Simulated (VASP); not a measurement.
Data:

```xyz
12
Lattice="3.5793 0.0000 0.0000 0.0000 5.0619 0.0000 0.0000 0.0000 25.5101" Properties=species:S:1:pos:R:3 pbc="T T T"
Li     0.0000     0.0000     8.2809
Li     1.7897     2.5310    10.0706
Li     0.0000     0.0000    11.8603
Li     1.7897     2.5310    13.6499
Li     0.0000     0.0000    15.4396
Li     1.7897     2.5310    17.2292
Cl     1.7897     0.0000    10.0706
Cl     0.0000     2.5310     8.2809
Cl     1.7897     0.0000    13.6499
Cl     0.0000     2.5310    11.8603
Cl     1.7897     0.0000    17.2292
Cl     0.0000     2.5310    15.4396
```

Computed with PBEsol GGA, VASP's PBE PAW potentials (set 64) (plane waves; VASP 6.6.1). Settings: PREC = Normal, EDIFF = 1E-5, 450 eV cut-off, 6×4×1 Γ-centred mesh, Gaussian smearing of 0.050 eV, potentials Li_sv Cl.

### Question
The ions are relaxed. Predict the relaxed structure.

### Answer

```xyz
12
Lattice="3.5793 0.0000 0.0000 0.0000 5.0619 0.0000 0.0000 0.0000 25.5101" Properties=species:S:1:pos:R:3 pbc="T T T"
Li     0.0000     0.0000     8.5524
Li     1.7897     2.5310     9.8505
Li     0.0000     0.0000    11.9748
Li     1.7897     2.5310    13.5354
Li     0.0000     0.0000    15.6596
Li     1.7897     2.5310    16.9577
Cl     1.7897     0.0000    10.0761
Cl     0.0000     2.5310     8.2248
Cl     1.7897     0.0000    13.6760
Cl     0.0000     2.5310    11.8342
Cl     1.7897     0.0000    17.2853
Cl     0.0000     2.5310    15.4340
```

### Question
How much energy does the relaxation gain?

### Answer
The energy (σ→0) changes by -17.5 meV/atom, in 12 ionic steps.

The cell is a thin slab with vacuum, built from LiCl (rock salt): (110) face.
